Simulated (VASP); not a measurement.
Here is the system:

```
CELL_PARAMETERS angstrom
      0.00000     3.44500     3.44500
      3.44500     0.00000     3.44500
      3.44500     3.44500     0.00000
ATOMIC_POSITIONS crystal
  Rb 0.00000 0.00000 0.00000
  Br 0.50000 0.50000 0.50000
```

Calculation: G0W0 on PBE orbitals, VASP's PBE PAW potentials (set 64) (plane waves; VASP 6.6.1). Settings: PREC = Normal, 500 eV cut-off, 4×4×4 Γ-centred mesh, Gaussian smearing of 0.010 eV, potentials Rb_sv_GW Br_GW.

The mesh is coarse and the basis finite, so the quasiparticle values are not converged.

NBANDS = 160, ENCUTGW = 200 eV, NOMEGA = 64. The PBE levels (eV) that the step starts from are:

| state | KS energy | filling |
|---|---|---|
| k1 (0.00, 0.00, 0.00), band 5 | -9.73 | 2 |
| k1 (0.00, 0.00, 0.00), band 6 | -1.20 | 2 |
| k1 (0.00, 0.00, 0.00), band 7 | -1.20 | 2 |
| k1 (0.00, 0.00, 0.00), band 8 | -1.20 | 2 |
| k1 (0.00, 0.00, 0.00), band 9 | 3.11 | 0 |
| k1 (0.00, 0.00, 0.00), band 10 | 6.07 | 0 |
| k1 (0.00, 0.00, 0.00), band 11 | 6.07 | 0 |
| k1 (0.00, 0.00, 0.00), band 12 | 6.07 | 0 |
| k5 (0.50, 0.25, 0.00), band 5 | -9.75 | 2 |
| k5 (0.50, 0.25, 0.00), band 6 | -1.85 | 2 |
| k5 (0.50, 0.25, 0.00), band 7 | -1.54 | 2 |
| k5 (0.50, 0.25, 0.00), band 8 | -1.45 | 2 |
| k5 (0.50, 0.25, 0.00), band 9 | 5.25 | 0 |
| k5 (0.50, 0.25, 0.00), band 10 | 6.06 | 0 |
| k5 (0.50, 0.25, 0.00), band 11 | 7.73 | 0 |
| k5 (0.50, 0.25, 0.00), band 12 | 8.06 | 0 |
| k6 (-0.25, 0.25, 0.00), band 5 | -9.70 | 2 |
| k6 (-0.25, 0.25, 0.00), band 6 | -1.96 | 2 |
| k6 (-0.25, 0.25, 0.00), band 7 | -1.53 | 2 |
| k6 (-0.25, 0.25, 0.00), band 8 | -1.45 | 2 |
| k6 (-0.25, 0.25, 0.00), band 9 | 5.48 | 0 |
| k6 (-0.25, 0.25, 0.00), band 10 | 5.95 | 0 |
| k6 (-0.25, 0.25, 0.00), band 11 | 7.41 | 0 |
| k6 (-0.25, 0.25, 0.00), band 12 | 7.50 | 0 |

Q: Give the quasiparticle energies and renormalisation factors Z.

A: 
```csv
state,QP energy (eV),Z
"k1 (0.00, 0.00, 0.00), band 5",-12.40,0.81
"k1 (0.00, 0.00, 0.00), band 6",-3.06,0.80
"k1 (0.00, 0.00, 0.00), band 7",-3.06,0.80
"k1 (0.00, 0.00, 0.00), band 8",-3.06,0.80
"k1 (0.00, 0.00, 0.00), band 9",3.73,0.86
"k1 (0.00, 0.00, 0.00), band 10",7.10,0.85
"k1 (0.00, 0.00, 0.00), band 11",7.10,0.85
"k1 (0.00, 0.00, 0.00), band 12",7.10,0.85
"k5 (0.50, 0.25, 0.00), band 5",-12.39,0.81
"k5 (0.50, 0.25, 0.00), band 6",-3.80,0.80
"k5 (0.50, 0.25, 0.00), band 7",-3.45,0.79
"k5 (0.50, 0.25, 0.00), band 8",-3.34,0.79
"k5 (0.50, 0.25, 0.00), band 9",6.01,0.85
"k5 (0.50, 0.25, 0.00), band 10",6.90,0.84
"k5 (0.50, 0.25, 0.00), band 11",8.68,0.84
"k5 (0.50, 0.25, 0.00), band 12",9.32,0.83
"k6 (-0.25, 0.25, 0.00), band 5",-12.33,0.81
"k6 (-0.25, 0.25, 0.00), band 6",-3.92,0.79
"k6 (-0.25, 0.25, 0.00), band 7",-3.42,0.79
"k6 (-0.25, 0.25, 0.00), band 8",-3.34,0.80
"k6 (-0.25, 0.25, 0.00), band 9",6.26,0.84
"k6 (-0.25, 0.25, 0.00), band 10",6.74,0.84
"k6 (-0.25, 0.25, 0.00), band 11",8.56,0.84
"k6 (-0.25, 0.25, 0.00), band 12",8.66,0.84
```
On the mesh the gap opens from 4.32 to 6.79 eV.

The compound is RbBr in the rock salt structure. The cell was not relaxed at this level.
